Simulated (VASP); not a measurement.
Data:

```yaml
crystal:
  lattice:
    - [0.00000, 3.10750, 3.10750]
    - [3.10750, 0.00000, 3.10750]
    - [3.10750, 3.10750, 0.00000]
  atoms:
    - { symbol: Ba, position: [0.00000, 0.00000, 0.00000] }
    - { symbol: F, position: [0.25000, 0.25000, 0.25000] }
    - { symbol: F, position: [0.75000, 0.75000, 0.75000] }
```

These are vdW-DF-cx, VASP's PBE PAW potentials (set 64) (plane waves; VASP 6.6.1) values and carry that method's errors. Settings: 520 eV cut-off, 7×7×7 Γ-centred mesh, tetrahedra with Blöchl corrections, potentials Ba_sv F.

Q: Predict the energy per atom (σ→0).

A: 
* **energy per atom (σ→0)**: -3.748 eV/atom

Total energies compare only between runs with the same potentials, cut-off and functional.

The compound is BaF2 in the fluorite structure. It was relaxed first.
